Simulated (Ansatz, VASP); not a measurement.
# YSc (YSc in the Bh ordering) in two plane-wave programs

Aim: how closely do two programs agree when they are given the same cell, functional and k mesh? The cell is generated by rule, not measured, and may not be a known phase. The cell is taken from a series of runs on this material, whose earlier steps may have relaxed, scaled, displaced or heated it; both programs get it as it stands.

Calculated with Ansatz 0.2.0; plane waves, with VASP 6.6.1 beside it; relaxation of cell and atoms at PBEsol.

The structure was built from a prototype and need not be the compound's stable phase.

## 1. Starting point

It takes space group P-6m2 (No. 187, hexagonal). The conventional cell has a = 3.450 Å, b = 3.450 Å, c = 5.316 Å, α = 90.00°, β = 90.00°, γ = 120.00°. Nearest to Sc lie 6 Y at 3.32 Å and 6 Sc at 3.45 Å. Y has 6 Sc at 3.32 Å and 6 Y at 3.45 Å nearest. Farther neighbours are not listed.

## 2. VASP: relaxation of cell and atoms, PBEsol

The relaxed volume is the usual yardstick between codes: in a stiff, nearly cubic crystal its relative difference is about their pressure difference at one cell divided by the bulk modulus.

Lines of VASP's logs that name or quote its potential files are left out, and so is its time.

The input, INCAR:

```
SYSTEM = YSc
PREC = Accurate
ENCUT = 500
EDIFF = 1E-07
NELM = 120
ISMEAR = 1
SIGMA = 0.2
LREAL = .FALSE.
ALGO = Normal
GGA = PS
NBANDS = 17
LASPH = .TRUE.
LORBIT = 11
LWAVE = .FALSE.
LCHARG = .FALSE.
ISIF = 3
IBRION = 2
NSW = 80
EDIFFG = -0.005
GGA_COMPAT = .FALSE.
NELMIN = 4
KPAR = 2
```

The input, POSCAR:

```
YSc
1.0
    3.4496220000      0.0000030000      0.0000000000
   -1.7248140000      2.9874590000      0.0000000000
    0.0000000000      0.0000000000      5.3157910000
Sc Y
1 1
Direct
    0.3333332775      0.6666665551      0.2500000470
    0.6666667225      0.3333334449      0.7499999530
```

The input, KPOINTS:

```
Automatic mesh
0
Gamma
12 12 6
0 0 0
```

The projector-augmented-wave data sets are Sc_sv and Y_sv (PBE family, release 64).

Command:

```sh
mpirun -np 2 vasp_std
```

Numbers of over 12 decimals in the logs are rounded to 6 here.

Log:

```text
[banner, memory and clock lines left out]
running    2 mpi-ranks, on    1 nodes
 distrk:  each k-point on    1 cores,    2 groups
 distr:  one band on    1 cores,    1 groups

 POSCAR found type information on POSCAR ScY
 POSCAR found :  2 types and       2 ions
|                                                                             |
|               ----> ADVICE to this user running VASP <----                  |
|                                                                             |
|     You enforced a specific xc type in the INCAR file but a different       |
|     [... a line on the potential file left out ...]
|     I HOPE YOU KNOW WHAT YOU ARE DOING!                                     |
|                                                                             |

 LDA part: xc-table for (Slater+PW92), standard interpolation
 POSCAR, INCAR and KPOINTS ok, starting setup
 FFT: planning ... GRIDC
 FFT: planning ... GRID_SOFT
 FFT: planning ... GRID
 WAVECAR not read
 entering main loop
       N       E                     dE             d eps       ncg     rms          rms(c)
DAV:   1     0.204720592565E+03    0.20472E+03   -0.11222E+04  2592   0.127E+03
DAV:   2    -0.140116094689E+01   -0.20612E+03   -0.20377E+03  2648   0.403E+02
DAV:   3    -0.139334795748E+02   -0.12532E+02   -0.12353E+02  4759   0.888E+01
DAV:   4    -0.144921340786E+02   -0.55865E+00   -0.55755E+00  3481   0.143E+01
DAV:   5    -0.145236892516E+02   -0.31555E-01   -0.31549E-01  4311   0.285E+00    0.300E+01
DAV:   6    -0.136411880000E+02    0.88250E+00   -0.80883E+00  3928   0.182E+01    0.108E+01
DAV:   7    -0.135874000881E+02    0.53788E-01   -0.65940E+00  3867   0.877E+00    0.131E+01
DAV:   8    -0.133428306879E+02    0.24457E+00   -0.18349E+00  3925   0.811E+00    0.200E+00
DAV:   9    -0.133440134970E+02   -0.11828E-02   -0.15563E-01  3695   0.386E+00    0.599E-01
DAV:  10    -0.133357058200E+02    0.83077E-02   -0.67667E-02  3933   0.166E+00    0.156E-01
DAV:  11    -0.133356420337E+02    0.63786E-04   -0.20052E-03  4064   0.255E-01    0.542E-02
DAV:  12    -0.133356363276E+02    0.57061E-05   -0.35178E-04  3846   0.108E-01    0.277E-02
DAV:  13    -0.133356287451E+02    0.75825E-05   -0.93030E-05  3897   0.645E-02    0.402E-03
DAV:  14    -0.133356284147E+02    0.33041E-06   -0.24359E-06  3783   0.130E-02    0.170E-03
DAV:  15    -0.133356283872E+02    0.27539E-07   -0.86634E-08  2046   0.208E-03
   1 F= -.13335628E+02 E0= -.13336081E+02  d E =-.133356E+02
 curvature:   0.00 expect dE= 0.000E+00 dE for cont linesearch  0.000E+00
 trial: gam= 0.00000 g(F)=  0.647E-40 g(S)=  0.100E-03 ort = 0.000E+00 (trialstep = 0.100E+01)
 search vector abs. value=  0.100E-03
 bond charge predicted
       N       E                     dE             d eps       ncg     rms          rms(c)
DAV:   1    -0.133369632927E+02   -0.13349E-02   -0.34017E-02  3342   0.203E+00    0.266E-01
DAV:   2    -0.133360977519E+02    0.86554E-03   -0.89289E-03  4297   0.873E-01    0.195E-01
DAV:   3    -0.133357381644E+02    0.35959E-03   -0.26130E-03  4335   0.192E-01    0.886E-02
DAV:   4    -0.133356352242E+02    0.10294E-03   -0.59984E-04  4534   0.185E-01    0.581E-02
DAV:   5    -0.133356515383E+02   -0.16314E-04   -0.40435E-05  3386   0.396E-02    0.381E-02
DAV:   6    -0.133356667101E+02   -0.15172E-04   -0.45850E-05  4499   0.302E-02    0.112E-02
DAV:   7    -0.133356689805E+02   -0.22705E-05   -0.20794E-06  2842   0.105E-02    0.406E-03
DAV:   8    -0.133356703505E+02   -0.13700E-05   -0.19320E-06  4263   0.635E-03    0.130E-03
DAV:   9    -0.133356703307E+02    0.19842E-07   -0.74857E-08  2082   0.153E-03
   2 F= -.13335670E+02 E0= -.13336158E+02  d E =-.419435E-04
 trial-energy change:   -0.000042  1 .order   -0.000041   -0.000100    0.000018
 step:   0.8549(harm=  0.8507)  dis= 0.00000  next Energy=   -13.335672 (dE=-0.432E-04)
 reached required accuracy - stopping structural energy minimisation
```

From OUTCAR (step 2):

```text
ion  position               nearest neighbor table
   1  0.333  0.667  0.250-   2 3.32   2 3.32   2 3.32   2 3.32   2 3.32   2 3.32
   2  0.667  0.333  0.750-   1 3.32   1 3.32   1 3.32   1 3.32   1 3.32   1 3.32

  LATTYP: Found a hexagonal cell.
 ALAT       =     3.4496220000
 C/A-ratio  =     1.5409778231

 Subroutine GETGRP returns: Found 12 space group operations
 (whereof  6 operations were pure point group operations)

The static configuration has the point symmetry C_3v.
 The point group associated with its full space group is D_3h.

 Found     76 irreducible k-points:

   k-points           NKPTS =     76   k-points in BZ     NKDIM =     76   number of bands    NBANDS=     17

   dimension x,y,z NGX =    28 NGY =   28 NGZ =   40
   dimension x,y,z NGXF=    56 NGYF=   56 NGZF=   80

   ENCUT  =  500.0 eV  36.75 Ry    6.06 a.u.   6.29  6.29  9.69*2*pi/ulx,y,z

   NELECT =      22.0000    total number of electrons

 k-points in reciprocal lattice and weights: Automatic mesh
   0.00000000  0.00000000  0.00000000       0.001
   0.08333333  0.00000000  0.00000000       0.007
   0.16666667  0.00000000  0.00000000       0.007
   0.25000000  0.00000000  0.00000000       0.007
   0.33333333  0.00000000  0.00000000       0.007
   0.41666667  0.00000000  0.00000000       0.007
   0.50000000  0.00000000  0.00000000       0.003
   0.08333333  0.08333333  0.00000000       0.007
   0.16666667  0.08333333  0.00000000       0.014
[...]
0.33333333  0.25000000  0.50000000       0.014
   0.33333333  0.33333333  0.50000000       0.002

 average (electrostatic) potential at core
       1 -47.4278       2 -36.5755

 E-fermi :   3.4458

 k-point     1 :       0.0000    0.0000    0.0000
  band No.  band energies     occupation
    ...
      6     -18.7979      2.00000
      7     -18.4572      2.00000
      8     -18.4572      2.00000
      9      -1.5320      2.00000
     10       1.6091      2.00000
     11       4.4837     -0.00000
     12       4.9818     -0.00000
     13       4.9818     -0.00000
     14       5.4133     -0.00000
     15       5.6999     -0.00000
    ...

 k-point     2 :       0.0833    0.0000    0.0000
  band No.  band energies     occupation
    ...
      6     -18.7925      2.00000
      7     -18.5027      2.00000
      8     -18.4672      2.00000
      9      -1.3746      2.00000
     10       1.7502      2.00000
     11       4.2983     -0.00000
     12       4.7316     -0.00000
     13       5.0857     -0.00000
     14       5.4407     -0.00000
     15       5.6152     -0.00000
    ...

 k-point     3 :       0.1667    0.0000    0.0000
  band No.  band energies     occupation
    ...
      6     -18.7776      2.00000
      7     -18.6249      2.00000
      8     -18.4946      2.00000
      9      -0.9247      2.00000
     10       2.1210      2.00000
     11       3.8631     -0.01196
     12       4.2510     -0.00000
     13       5.2048     -0.00000
     14       5.3781     -0.00000
     15       5.4046     -0.00000
    ...

  Total        0.0067991      0.0067991      0.0059979     -0.0000000      0.0000000      0.0000000
  in kB        0.1993845      0.1993845      0.1758880     -0.0000000      0.0000000      0.0000000
  external PRESSURE =       0.1915523 kB  Pullay stress =       0.0000000 kB

  energy-cutoff  :      500.00
  volume of cell :       54.64
      direct lattice vectors                 reciprocal lattice vectors
     3.446540031  0.000002998  0.000000000     0.290145911  0.167516183  0.000000000
    -1.723273013  2.984789937  0.000000000    -0.000000291  0.335031784 -0.000000000
    -0.000000000  0.000000000  5.310980336     0.000000000  0.000000000  0.188289155

 POSITION                                       TOTAL-FORCE (eV/Angst)
 -----------------------------------------------------------------------------------
     -0.00000      1.98986      1.32775        -0.000000      0.000000      0.000000
      1.72327      0.99493      3.98324         0.000000     -0.000000     -0.000000
 -----------------------------------------------------------------------------------
    total drift:                                0.000001      0.000142      0.000343

  FREE ENERGIE OF THE ION-ELECTRON SYSTEM (eV)
  ---------------------------------------------------
  free  energy   TOTEN  =       -13.3356703307 eV

  energy  without entropy=      -13.3371347811  energy(sigma->0) =      -13.33615848

 reached required accuracy - stopping structural energy minimisation

 total charge
# of ion       s       p       d       f       tot
--------------------------------------------------
    1        2.274   6.090   0.992   0.000   9.356
    2        2.301   6.259   1.046   0.010   9.616
--------------------------------------------------
tot          4.575  12.349   2.038   0.010  18.971

[... 3 further parts left out ...]
```

The run keeps the 12 symmetry operations of its start, so it cannot find a distortion of lower symmetry.

## 3. Ansatz: relaxation of cell and atoms, PBEsol

Ansatz runs on its default PAW (the set named soft_2) files.

The same cell, functional, mesh and smearing now go to Ansatz, which takes its cutoff from its data sets.

The input, input.yaml:

```yaml
crystal:
  lattice:
    - [3.4496223116, 2.8858e-06, 0.0]
    - [-1.724813655, 2.9874591124, 0.0]
    - [0.0, 0.0, 5.315791291]
  atoms:
    - { symbol: Sc, position: [0.3333333333, 0.6666666667, 0.25] }
    - { symbol: "Y", position: [0.6666666667, 0.3333333333, 0.75] }
kpoints:
  mp_grid: { grid: [12, 12, 6] }
hamiltonian:
  xc: pbesol
scf:
  occupations: { method: methfessel_paxton, width: 0.2 }
output:
  forces: true
  stress: true
  eigenvalues: true
relax:
  adjacent_minimum: "off"
  f_tol: 0.001
  max_steps: 60
  cell: { stress_tol: 0.01 }
```

Command:

```sh
ansatz run input.yaml --threads 4 --pin off --max-ram 8192MiB --backend cpu --events-out ev --progress --plain --runs-dir out
```

Log:

```text
Engine: ansatz 0.2.0, aarch64-unknown-linux-gnu
Pseudopotentials: kind: paw
Pseudopotential: Sc, paw, valence charge 11, recommended cutoff 420 eV (normal), Sc.paw.azcp
Pseudopotential: Y, paw, valence charge 11, recommended cutoff 420 eV (normal), Y.paw.azcp
Functional definition: PBEsol
  exchange = pbesol_x
  correlation = pbesol_c
Crystal: 2 atoms, lattice volume = 54.782 Å³
Basis set: ecut = 420 eV, 1085 PW (Γ), exchange–correlation on 48×48×72 points (8 copies of the dense FFT grid, shifted against one another)
Bands: 15, of which v1, the nominal top of the filled ones, is band 11 counted from 1 (10 counted from 0)
Symmetry: 12 space group operations
Space group: P-6m2 (ITA 187), of the structure as read, at distance tolerance 3.8e-5 Å
k-points: 76 of 864 (time reversal used)
Non-local potential: Sc, projectors of the file, l = 0: 3, l = 1: 2, l = 2: 3, l = 3: 1
Non-local potential: Y, projectors of the file, l = 0: 3, l = 1: 2, l = 2: 2, l = 3: 1
PAW form: soft (Blöchl's): semilocal exchange-correlation on the pseudo side does not see the compensation charge
PAW frozen core: Sc, regenerated for the run's functional, and the local potential with it (the file was generated under x = pbe(κ = 0.804, μ = 0.219515), c = pbe(β = 0.066725))
PAW frozen core: Y, regenerated for the run's functional, and the local potential with it (the file was generated under x = pbe(κ = 0.804, μ = 0.219515), c = pbe(β = 0.066725))
PAW one-centre angular grid: Sc, 590 points (default); XC on 64 Gauss nodes
PAW one-centre angular grid: Y, 590 points (default); XC on 64 Gauss nodes
Initial density: superposition of atomic densities (neutral atoms: chi_scale 0, normalization atom), corrected by the library's trained network
Initial wavefunctions: pseudopotential atomic-orbital guess
Functional: x = pbesol(κ = 0.804, μ = 0.123457), c = pbesol(β = 0.046)
SCF iter   1: F=—  HF=-5906.350938 eV  |F-HF|=—  |Δ(HF+E_count)|=         —  Δρ=3.76e-3  dr2=1.14e-2  ethr=1.77e-3  ⟨swp⟩=4.0  Hψ=4447  notcnv=0
preconditioner: auto → none  [metal: Δε(μ)=0.054 eV  Ē_g=2.546 eV  σ=0.200 eV  W_gap=0.23  n_scr=8 (ndim 8)  ℏωp=12.3 eV  f_vac=0.000  D(μ)=3.60/eV (n_scr^D=34)  sad-step TF]
SCF iter   2: F=—  HF=-5906.349378 eV  |F-HF|=—  |Δ(HF+E_count)|=   1.56e-3  S|Δr|=    0.00e0  Δρ=2.18e-3  dr2=4.60e-3  ethr=5.19e-5  ⟨swp⟩=1.2  Hψ=1801  notcnv=0
SCF iter   3: F=—  HF=-5906.348802 eV  |F-HF|=—  |Δ(HF+E_count)|=   5.76e-4  S|Δr|=    0.00e0  Δρ=3.93e-4  dr2=2.62e-4  ethr=2.09e-5  ⟨swp⟩=1.8  Hψ=1303  notcnv=0
SCF iter   4: F=—  HF=-5906.348774 eV  |F-HF|=—  |Δ(HF+E_count)|=   2.74e-5  S|Δr|=    0.00e0  Δρ=2.15e-4  dr2=1.29e-4  ethr=1.19e-6  ⟨swp⟩=2.1  Hψ=1425  notcnv=0
SCF iter   5: F=—  HF=-5906.348760 eV  |F-HF|=—  |Δ(HF+E_count)|=   1.44e-5  S|Δr|=    0.00e0  Δρ=6.18e-5  dr2=1.06e-5  ethr=5.85e-7  ⟨swp⟩=1.0  Hψ=1141  notcnv=0
SCF iter   6: F=—  HF=-5906.348743 eV  |F-HF|=—  |Δ(HF+E_count)|=   1.70e-5  S|Δr|=    0.00e0  Δρ=1.95e-5  dr2=1.05e-6  ethr=4.82e-8  ⟨swp⟩=1.0  Hψ=1141  notcnv=0
SCF iter   7: F=-5906.348742 eV  HF=-5906.348743 eV  |F-HF|=2.01e-8  |Δ(HF+E_count)|=   1.22e-7  S|Δr|=    0.00e0  Δρ=2.92e-6  dr2=2.30e-8  ethr=4.55e-10  ⟨swp⟩=3.0  Hψ=3838  notcnv=0
SCF 1 converged in 7 iterations: F = -5906.348742 eV  dr2 = 2.30e-8
  greatest PAW one-centre occupation: 0.998 electrons in one spin orbital (limit 2), on the Sc atom at site 0 (counted from 0), in its partial waves of l = 0
relax step   1: F+E_penalty+E_count = -5906.34874248 eV  Δ(F+E_penalty+E_count) = +0.000e0 eV  max|allowed force component| = 2.776e-17 eV/Å  Δτ_max = 0.0000 Å  P = -0.015 GPa  Ω = 54.782 Å³  (7 SCF iters, dr2 threshold 1.00e-7 eV, accepted)
[...]
relax step   2: F+E_penalty+E_count = -5906.34874450 eV  Δ(F+E_penalty+E_count) = -2.019e-6 eV  max|allowed force component| = 3.238e-17 eV/Å  Δτ_max = 0.0000 Å  P = +0.002 GPa  Ω = 54.763 Å³  energy of the carried Pulay correction = +8.224e-7 eV  (4 SCF iters, dr2 threshold 1.57e-9 eV, accepted)
[...]
relax step   3: F+E_penalty+E_count = -5906.34874312 eV  Δ(F+E_penalty+E_count) = +1.382e-6 eV  max|allowed force component| = 4.395e-17 eV/Å  Δτ_max = 0.0000 Å  P = +0.002 GPa  Ω = 54.763 Å³  stress off target by 3.41e-3 GPa  SCF on the basis re-selected at this cell (its energy is not comparable with the rows above)  (6 SCF iters)
basis re-selected at this cell: Δ(F+E_penalty+E_count) = +1.382e-6 eV, ΔP = -0.000 GPa vs the last step (what re-selecting the basis moved, of the pressure what is left beyond the Pulay correction that the steps carried, after the strain that the cell walked since its last selection, with what the two solves' SCF thresholds leave and, on support functions, any second-order correction that the steps lacked; it is no m [...]
SCF converged after 6 iterations
Stability not checked: this state was not tested for a lower state beside it, because cold or Methfessel-Paxton smearing, or corrected tetrahedra, fill the levels in a way that the test cannot read (fill_not_monotonic; see scf.lower_state_search)
Free energy (F): -5906.348743 eV
Harris-Foulkes:  -5906.348743 eV  (|F-HF|=0.00e0)
Internal energy: -5906.350093 eV  (E = F + TS)
E sigma→0 (E₀):  -5906.349080 eV
Entropy (-TS):   0.001349 eV (0.675 meV/atom)
Fermi energy:    9.746360 eV
--- Per-component energies (eV) ---
  E_band       = -277.835923
  E_kinetic    = 565.973738
  E_local      = -1436.613012  (includes V_loc(G=0)·N_el)
  E_nonlocal   = 136.436712
  E_hartree    = 476.706096
  E_xc         = -274.769657
  E_vxc        = -326.344370  (∫ρ·V_xc dr)
  E_paw        = -3705.563544  (= ΣΔE_a)
  E_vpaw       = -170.701193  (= ΣTr[D̂ρ^β])
  E_aug_tail   = 0.000012  (compensation charges beyond the density's cutoff)
  E_ewald      = -1668.798234
  E_core_change = 0.277798  (= ΣΔE_core)
  E_smearing   = 0.001349  (= −TS)
  E_closure    = 0.000000  (closes the sum)
  Σ components = -5906.348743   (vs F -5906.348743, Δ=0.00e0)
--- Forces (eV/Å), atoms counted from 1 ---
  atom   1  Sc     0.00000000     0.00000000    -0.00000000
  atom   2  Y     -0.00000000    -0.00000000     0.00000000
  max |Σ_I F_I| component: 4.16e-17 eV/Å
--- Stress (GPa, compression-positive) ---
        0.003405       0.000000      -0.000000
        0.000000       0.003405      -0.000000
       -0.000000      -0.000000      -0.000577
  P = ⅓ Tr σ = 0.0021 GPa (0.021 kbar)
--- Band table (eV; the first three rows and the last of 76) ---
  k-point 0: bands = [... 7 lower, -12.1390, 4.8042, 7.9245, 10.7723, 11.2831, 11.2831, 11.7147, 11.9990]
  k-point 1: bands = [... 7 lower, -12.1392, 5.0030, 7.7742, 10.5874, 11.2032, 11.2032, 11.5861, 11.7667]
  k-point 2: bands = [... 7 lower, -12.1394, 5.5647, 7.2288, 10.4716, 11.1315, 11.1315, 11.2108, 11.4828]
  k-point 75: bands = [... 7 lower, -12.3791, 9.0753, 9.2068, 9.5640, 9.6471, 10.0597, 10.2444, 12.2586]
--- Relaxed structure (2 steps of the walk, 2 accepted, 1 SCFs on fresh bases) ---
  F+E_penalty+E_count = -5906.34874312 eV   max|allowed force component| = 4.395e-17 eV/Å   (the final SCF, on the basis selected at the relaxed cell)
  cell:  # Å, volume = 54.7629 Å³
    - [3.449415, 2.885640199020279e-6, 0]
    - [-1.724710, 2.987279, 0]
    - [0, 0, 5.314529]
  atoms:
    - { symbol: Sc, position: [0.333333, 0.666667, 0.250000] }
    - { symbol: Y, position: [0.666667, 0.333333, 0.750000] }
```

In the SCF lines HF is the Harris–Foulkes energy and dr2 the Hartree energy of the density residual, in eV; the loop may stop once dr2 is under the threshold and the program's other checks hold. Hψ counts applications of the Hamiltonian.

## 4. Comparison

Known differences besides the potentials themselves: the cutoff is 420 eV in Ansatz and 500 eV in VASP; Ansatz makes its cores anew for this functional, VASP keeps those of its PBE data sets; Ansatz adds a Pulay correction to the stress that steers its cell, VASP none. Total energies have different zeros and are not compared.

Compared:

```csv
quantity,Ansatz,VASP,difference
volume (Å³),54.76,54.64,+0.23 %
"edge a after relaxation, in the typed setting (Å)",3.449,3.446,+0.08 %
"edge c after relaxation, in the typed setting (Å)",5.314,5.311,+0.07 %
```

## 5. What came out

```
difference in volume (relaxation of cell and atoms, PBEsol) : 0.23 %
```

**Reading.** The difference in volume is 0.23 % (relaxation of cell and atoms, PBEsol), within the 1.2 % picked in this series as the mark of a large difference, as far as the stopping tolerances let one tell. 1 further run of this series is not shown here. Such differences can come from data sets, numerical settings and the points named under the comparisons, not from the functional's error against experiment.

[Lines on the potential files, build, host, timing and source positions are cut from VASP's logs without a mark.]

[Logs are printed without paths, hosts, clocks, repeated set-up lines and the standing remarks that a program may print on its own settings, such as how far it seeks lower states.]

[Hosts, paths, dates, database ids (printed as entryN), source tags and the programs' standing remarks are cut or masked in the printed files.]
